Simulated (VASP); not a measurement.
An input for Quantum ESPRESSO's pw.x (written as the equivalent of a VASP run, and not itself run):

```
&CONTROL
  calculation = 'scf'
  pseudo_dir = './pseudo'
  outdir = './out'
  tprnfor = .true.
  tstress = .true.
/
&SYSTEM
  ibrav = 0
  nat = 4
  ntyp = 2
  ecutwfc = 70
  occupations = 'smearing'
  smearing = 'gaussian'
  degauss = 0.003675
  input_dft = 'pbe'
/
&ELECTRONS
  conv_thr = 7.3e-08
  electron_maxstep = 100
/
ATOMIC_SPECIES
  Cs 132.905 Cs.upf
  I 126.904 I.upf
CELL_PARAMETERS angstrom
     5.5296900    0.0000000    0.0000000
     0.0000000    5.5296900    0.0000000
     0.0000000    0.0000000    9.7367160
ATOMIC_POSITIONS crystal
  Cs   0.0000000  0.5000000  0.0000000
  Cs   0.5000000  0.0000000  0.5000000
  I    0.0000000  0.0000000  0.2500000
  I    0.0000000  0.0000000  0.7500000
K_POINTS automatic
  4 4 2 0 0 0
```

### Question
Translate this input to VASP (INCAR, KPOINTS, POSCAR, choice of POTCAR).

### Answer
One answer among several that fit: 
KPOINTS:
```
Automatic
0
Gamma
  4 4 2
0 0 0
```

INCAR:
```
ALGO=Normal
EDIFF=1E-6
ENCUT=400
GGA=PE
ISIF=2
ISMEAR=0
LASPH=.True.
LCHARG=.False.
LMAXMIX=4
LREAL=.False.
LWAVE=.False.
NELM=100
PREC=Normal
SIGMA=0.05
SYSTEM=CsI
```

POSCAR:
```
CsI
19.4734320
  0.2839607317   0.0000000000   0.0000000000
  0.0000000000   0.2839607317   0.0000000000
  0.0000000000   0.0000000000   0.5000000000
Cs I
2 2
Cartesian
  0.0000000000   0.1419803659   0.0000000000
  0.1419803659   0.0000000000   0.2500000000
  0.0000000000   0.0000000000   0.1250000000
  0.0000000000   0.0000000000   0.3750000000
```

POTCAR, in this order: Cs_sv I (PBE.64 set). Program: vasp_std.

Limits of the translation: the potentials are each code's own (VASP's PAW set, PseudoDojo norm-conserving files in pw.x), so ENCUT and ecutwfc are chosen apart and not converted; conv_thr bounds pw.x's estimated SCF error, while EDIFF bounds the energy change between steps.

The structure was generated: CsI was put into the PtS type (P4_2/mmc), which need not be its known phase. The cell was not relaxed at this level. The run is one of a series of settings (PREC = Normal against the base run), some of them coarse on purpose.
